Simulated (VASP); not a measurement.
These are PBEsol GGA, VASP's PBE PAW potentials (set 64) (plane waves; VASP) values and carry that method's errors.

The input files of a VASP run:

File KPOINTS:
```
Automatic
0
G
  8 8 2
0 0 0
```

### INCAR
```
# general
SYSTEM   =  WSe2
PREC     =  Accurate
ENCUT    =  500
LREAL    =  .FALSE.
LASPH    =  .TRUE.

# electronic loop
EDIFF    =  1E-6
NELM     =  100
ALGO     =  Normal
LMAXMIX  =  6

# smearing
ISMEAR   =  0
SIGMA    =  0.05

# functional
GGA      =  PS

# ions
IBRION   =  2
NSW      =  40
ISIF     =  3
EDIFFG   =  -0.02
PSTRESS  =  450

# output
LWAVE    =  .FALSE.
LCHARG   =  .FALSE.
```

**POSCAR**
```
WSe2
1
    1.5329419280    -2.6551312715     0.0000000000
    1.5329419280     2.6551312715     0.0000000000
    0.0000000000     0.0000000000    11.5336692970
W Se
2 4
Direct
  0.3333330000   0.6666670000   0.2500000000
  0.6666670000   0.3333330000   0.7500000000
  0.3333330000   0.6666670000   0.8975516822
  0.6666670000   0.3333330000   0.3975516822
  0.6666670000   0.3333330000   0.1024483178
  0.3333330000   0.6666670000   0.6024483178
```

POTCAR, in this order: W_sv Se (PBE.64 set). Program: vasp_std.

The resulting files:

OUTCAR:
```
 ion  position               nearest neighbor table
   1  0.333  0.667  0.250-   4 2.46   5 2.46   4 2.46   5 2.46   4 2.46   5 2.46
   2  0.667  0.333  0.750-   3 2.46   6 2.46   3 2.46   6 2.46   3 2.46   6 2.46
   3  0.333  0.667  0.898-   2 2.46   2 2.46   2 2.46
   4  0.667  0.333  0.398-   1 2.46   1 2.46   1 2.46
   5  0.667  0.333  0.102-   1 2.46   1 2.46   1 2.46
   6  0.333  0.667  0.602-   2 2.46   2 2.46   2 2.46
  LATTYP: Found a hexagonal cell.
 ALAT       =     3.0658820955
 C/A-ratio  =     3.7619415678
 Subroutine PRICEL returns:
 Original cell was already a primitive cell.
 Subroutine GETGRP returns: Found 24 space group operations
The static configuration has the point symmetry D_3d.
 The point group associated with its full space group is D_6h.
The dynamic configuration has the point symmetry D_3d.
 Subroutine INISYM returns: Found 24 space group operations
 Subroutine IBZKPT returns following result:
 Found     20 irreducible k-points:

 Following reciprocal coordinates:
            Coordinates               Weight
  0.000000  0.000000  0.000000      1.000000
  0.125000  0.000000  0.000000      6.000000
  0.250000  0.000000  0.000000      6.000000
  0.375000  0.000000  0.000000      6.000000
  0.500000  0.000000  0.000000      3.000000
  0.125000  0.125000  0.000000      6.000000
  0.250000  0.125000  0.000000     12.000000
  0.375000  0.125000  0.000000     12.000000
  0.250000  0.250000  0.000000      6.000000
  0.375000  0.250000  0.000000      6.000000
  0.000000  0.000000  0.500000      1.000000
  0.125000  0.000000  0.500000      6.000000
  0.250000  0.000000  0.500000      6.000000
  0.375000  0.000000  0.500000      6.000000
  0.500000  0.000000  0.500000      3.000000
  0.125000  0.125000  0.500000      6.000000
  0.250000  0.125000  0.500000     12.000000
  0.375000  0.125000  0.500000     12.000000
...
```

OSZICAR:
```
...
DAV:   2    -0.396656063545E+02    0.11038E+02   -0.43736E+01  1388   0.544E+01    0.174E+01
DAV:   3    -0.369984524984E+02    0.26672E+01   -0.60087E+00  1298   0.157E+01    0.536E+00
DAV:   4    -0.367870528080E+02    0.21140E+00   -0.81672E-01  1446   0.589E+00    0.556E+00
DAV:   5    -0.367121357356E+02    0.74917E-01   -0.16361E-01  1395   0.276E+00    0.176E+00
DAV:   6    -0.366941752052E+02    0.17961E-01   -0.65786E-02  1426   0.162E+00    0.411E-01
DAV:   7    -0.366941868101E+02   -0.11605E-04   -0.60004E-03  1535   0.496E-01    0.256E-01
DAV:   8    -0.366941729702E+02    0.13840E-04   -0.41195E-04  1510   0.163E-01    0.586E-02
DAV:   9    -0.366941727893E+02    0.18091E-06   -0.30475E-05  1466   0.343E-02    0.463E-02
DAV:  10    -0.366941712840E+02    0.15052E-05   -0.22071E-06  1157   0.815E-03    0.139E-02
DAV:  11    -0.366941704751E+02    0.80895E-06   -0.62897E-07   866   0.564E-03
   2 F= -.15490714E+02 E0= -.15490111E+02  d E =0.286832E+01
       N       E                     dE             d eps       ncg     rms          rms(c)
DAV:   1    -0.541368775922E+02   -0.17443E+02   -0.27493E+02  1348   0.167E+02    0.419E+01
DAV:   2    -0.465206440357E+02    0.76162E+01   -0.65870E+01  1427   0.539E+01    0.138E+01
DAV:   3    -0.443331000259E+02    0.21875E+01   -0.18924E+01  1402   0.191E+01    0.593E+00
DAV:   4    -0.438307764497E+02    0.50232E+00   -0.20682E+00  1381   0.100E+01    0.215E+00
DAV:   5    -0.438144122530E+02    0.16364E-01   -0.24712E-01  1667   0.273E+00    0.248E+00
DAV:   6    -0.438140575761E+02    0.35468E-03   -0.67348E-02  1474   0.170E+00    0.144E+00
DAV:   7    -0.438041593579E+02    0.98982E-02   -0.33408E-02  1352   0.127E+00    0.270E-01
DAV:   8    -0.438041482243E+02    0.11134E-04   -0.27379E-03  1596   0.350E-01    0.292E-01
DAV:   9    -0.438041283530E+02    0.19871E-04   -0.34493E-04  1455   0.119E-01    0.887E-02
DAV:  10    -0.438041014059E+02    0.26947E-04   -0.18641E-04  1484   0.691E-02    0.217E-02
DAV:  11    -0.438041019859E+02   -0.57999E-06   -0.51943E-06  1289   0.127E-02
   3 F= -.18565741E+02 E0= -.18565488E+02  d E =-.206711E+00
       N       E                     dE             d eps       ncg     rms          rms(c)
DAV:   1    -0.437381806710E+02    0.65921E-01   -0.65107E-02  1324   0.236E+00    0.697E-01
DAV:   2    -0.437362282855E+02    0.19524E-02   -0.10457E-02  1404   0.726E-01    0.179E-01
DAV:   3    -0.437357881194E+02    0.44017E-03   -0.22912E-03  1403   0.219E-01    0.629E-02
DAV:   4    -0.437357061435E+02    0.81976E-04   -0.36114E-04  1426   0.127E-01    0.526E-02
DAV:   5    -0.437357038416E+02    0.23018E-05   -0.50464E-05  1501   0.448E-02    0.377E-02
DAV:   6    -0.437357026991E+02    0.11425E-05   -0.19214E-05  1290   0.230E-02    0.993E-03
DAV:   7    -0.437357023591E+02    0.34001E-06   -0.33115E-06  1006   0.143E-02
   4 F= -.18566691E+02 E0= -.18566392E+02  d E =-.207662E+00
       N       E                     dE             d eps       ncg     rms          rms(c)
DAV:   1    -0.435182851372E+02    0.21742E+00   -0.70593E+00  1340   0.177E+01    0.223E+00
DAV:   2    -0.434437693112E+02    0.74516E-01   -0.39025E-01  1422   0.433E+00    0.985E-01
DAV:   3    -0.434209365306E+02    0.22833E-01   -0.42145E-02  1445   0.125E+00    0.870E-01
DAV:   4    -0.434186130490E+02    0.23235E-02   -0.64070E-03  1414   0.478E-01    0.651E-01
DAV:   5    -0.434172640149E+02    0.13490E-02   -0.45375E-03  1448   0.349E-01    0.771E-02
DAV:   6    -0.434171280537E+02    0.13596E-03   -0.89677E-04  1454   0.210E-01    0.424E-02
DAV:   7    -0.434171257581E+02    0.22956E-05   -0.51353E-05  1464   0.451E-02    0.254E-02
DAV:   8    -0.434171244430E+02    0.13151E-05   -0.71260E-06  1296   0.164E-02    0.265E-03
DAV:   9    -0.434171241793E+02    0.26375E-06   -0.23116E-07   753   0.346E-03
   5 F= -.18625169E+02 E0= -.18624271E+02  d E =-.584775E-01
       N       E                     dE             d eps       ncg     rms          rms(c)
DAV:   1    -0.434556464928E+02   -0.38522E-01   -0.68100E-02  1332   0.175E+00    0.223E-01
DAV:   2    -0.434549172800E+02    0.72921E-03   -0.38629E-03  1423   0.432E-01    0.100E-01
DAV:   3    -0.434546984009E+02    0.21888E-03   -0.39287E-04  1452   0.119E-01    0.832E-02
DAV:   4    -0.434546687071E+02    0.29694E-04   -0.69875E-05  1393   0.509E-02    0.641E-02
DAV:   5    -0.434546550840E+02    0.13623E-04   -0.38700E-05  1447   0.321E-02    0.762E-03
DAV:   6    -0.434546532334E+02    0.18506E-05   -0.96390E-06  1445   0.215E-02    0.343E-03
DAV:   7    -0.434546531977E+02    0.35682E-07   -0.47144E-07   683   0.457E-03
   6 F= -.18625848E+02 E0= -.18624935E+02  d E =-.591562E-01
       N       E                     dE             d eps       ncg     rms          rms(c)
DAV:   1    -0.433646938191E+02    0.89959E-01   -0.13008E+00  1305   0.820E+00    0.114E+00
DAV:   2    -0.433434641941E+02    0.21230E-01   -0.20470E-01  1487   0.277E+00    0.559E-01
DAV:   3    -0.433383581260E+02    0.51061E-02   -0.17606E-02  1467   0.692E-01    0.250E-01
DAV:   4    -0.433367150108E+02    0.16431E-02   -0.48633E-03  1409   0.420E-01    0.911E-02
DAV:   5    -0.433367112715E+02    0.37392E-05   -0.27182E-04  1550   0.102E-01    0.756E-02
DAV:   6    -0.433367175523E+02   -0.62808E-05   -0.38655E-05  1423   0.329E-02    0.224E-02
DAV:   7    -0.433367047647E+02    0.12788E-04   -0.45449E-05  1476   0.343E-02    0.646E-03
DAV:   8    -0.433367045424E+02    0.22231E-06   -0.13251E-06   861   0.681E-03
   7 F= -.18634024E+02 E0= -.18633395E+02  d E =-.817628E-02
       N       E                     dE             d eps       ncg     rms          rms(c)
DAV:   1    -0.433202606201E+02    0.16444E-01   -0.23763E-02  1297   0.111E+00    0.155E-01
DAV:   2    -0.433198647485E+02    0.39587E-03   -0.39483E-03  1516   0.385E-01    0.771E-02
DAV:   3    -0.433197688486E+02    0.95900E-04   -0.34235E-04  1453   0.959E-02    0.344E-02
DAV:   4    -0.433197387157E+02    0.30133E-04   -0.84903E-05  1430   0.558E-02    0.136E-02
DAV:   5    -0.433197387178E+02   -0.20864E-08   -0.49679E-06  1272   0.141E-02
   8 F= -.18634143E+02 E0= -.18633530E+02  d E =-.829487E-02
       N       E                     dE             d eps       ncg     rms          rms(c)
DAV:   1    -0.435355028134E+02   -0.21576E+00   -0.10227E+00  1282   0.811E+00    0.236E+00
DAV:   2    -0.435195815262E+02    0.15921E-01   -0.72233E-02  1452   0.195E+00    0.681E-01
DAV:   3    -0.435144276599E+02    0.51539E-02   -0.16490E-02  1464   0.707E-01    0.175E-01
DAV:   4    -0.435139242567E+02    0.50340E-03   -0.32496E-03  1489   0.345E-01    0.125E-01
DAV:   5    -0.435138659885E+02    0.58268E-04   -0.24566E-04  1436   0.938E-02    0.104E-01
DAV:   6    -0.435138420147E+02    0.23974E-04   -0.80765E-05  1479   0.491E-02    0.249E-02
DAV:   7    -0.435138373759E+02    0.46387E-05   -0.19607E-05  1424   0.332E-02    0.998E-03
DAV:   8    -0.435138373291E+02    0.46874E-07   -0.10211E-06   718   0.661E-03
   9 F= -.18627992E+02 E0= -.18627386E+02  d E =0.615083E-02
       N       E                     dE             d eps       ncg     rms          rms(c)
DAV:   1    -0.433834061886E+02    0.13043E+00   -0.56622E-01  1282   0.600E+00    0.178E+00
DAV:   2    -0.433745989300E+02    0.88073E-02   -0.39381E-02  1452   0.144E+00    0.507E-01
DAV:   3    -0.433717582834E+02    0.28406E-02   -0.86363E-03  1420   0.520E-01    0.130E-01
DAV:   4    -0.433715138411E+02    0.24444E-03   -0.16787E-03  1476   0.249E-01    0.971E-02
DAV:   5    -0.433714889157E+02    0.24925E-04   -0.13423E-04  1431   0.692E-02    0.773E-02
DAV:   6    -0.433714877241E+02    0.11916E-05   -0.47235E-05  1501   0.374E-02    0.183E-02
DAV:   7    -0.433714861560E+02    0.15681E-05   -0.90804E-06  1417   0.229E-02    0.754E-03
DAV:   8    -0.433714861993E+02   -0.43314E-07   -0.52343E-07   676   0.483E-03
  10 F= -.18634957E+02 E0= -.18634348E+02  d E =-.814833E-03
```

### OUTCAR
```
------------------------ aborting loop because EDIFF is reached ----------------------------------------
  FORCE on cell =-STRESS in cart. coord.  units (eV):
  Direction    XX          YY          ZZ          XY          YZ          ZX
  --------------------------------------------------------------------------------------
  Total       24.7594080     24.7593236     24.8243450      0.0000000      0.0000000      0.0000000
  in kB      450.4162126    450.4146765    451.5975283      0.0000000      0.0000000      0.0000000
  external PRESSURE =       0.8094725 kB  Pullay stress =     450.0000000 kB
  volume of cell :       88.07
      direct lattice vectors                 reciprocal lattice vectors
     1.500957517 -2.599730246  0.000000000     0.333120688 -0.192327647 -0.000000000
     1.500957517  2.599730246 -0.000000000     0.333120688  0.192327647  0.000000000
    -0.000000000 -0.000000000 11.285222911    -0.000000000  0.000000000  0.088611453
 POSITION                                       TOTAL-FORCE (eV/Angst)
 -----------------------------------------------------------------------------------
      1.50096      0.86658      2.82131        -0.000000     -0.000000      0.000000
      1.50096     -0.86658      8.46392        -0.000000      0.000000      0.000000
      1.50096      0.86658     10.17000         0.000000      0.000000     -0.004435
      1.50096     -0.86658      4.52739         0.000000      0.000000     -0.004435
      1.50096     -0.86658      1.11522         0.000000      0.000000      0.004435
      1.50096      0.86658      6.75783         0.000000     -0.000000      0.004435
 -----------------------------------------------------------------------------------
    total drift:                                0.000000      0.000908     -0.000036
  FREE ENERGIE OF THE ION-ELECTRON SYSTEM (eV)
  ---------------------------------------------------
  free  energy   TOTEN  =       -43.3714861993 eV

  energy  without entropy=      -43.3702677350  energy(sigma->0) =      -43.37087697
  enthalpy is  TOTEN    =       -18.6349574199 eV   P V=       24.7365287794

 reached required accuracy - stopping structural energy minimisation
```
(Selected blocks of OUTCAR.)

CONTCAR:
```
WSe2
   1.00000000000000
     1.5009575169115477   -2.5997302462371281    0.0000000000000000
     1.5009575169115477    2.5997302462371281   -0.0000000000000000
    -0.0000000000000000   -0.0000000000000000   11.2852229106051212
  W               Se
     2     4
Direct
     0.3333330000000032    0.6666669999999968    0.2500000000000000
     0.6666669999999968    0.3333330000000032    0.7500000000000000
     0.3333330000000032    0.6666669999999968    0.9011784726809855
     0.6666669999999968    0.3333330000000032    0.4011784726809856
     0.6666669999999968    0.3333330000000032    0.0988215273190145
     0.3333330000000032    0.6666669999999968    0.5988215273190145
```

Energy and stress use the plane-wave basis of the starting cell. Without a dispersion term in the relaxation, distances and binding between the weakly bound layers, chains or molecules are unreliable, and so is what depends on them.

The compound is WSe2 in the 2H layered structure. This run relaxes it under an external pressure of 45 GPa. Symmetry was kept, so distortions that lower it aren't found. The k-mesh is coarse (spacing up to 0.30 per Å, 2π included), so the numbers may not be converged in it.
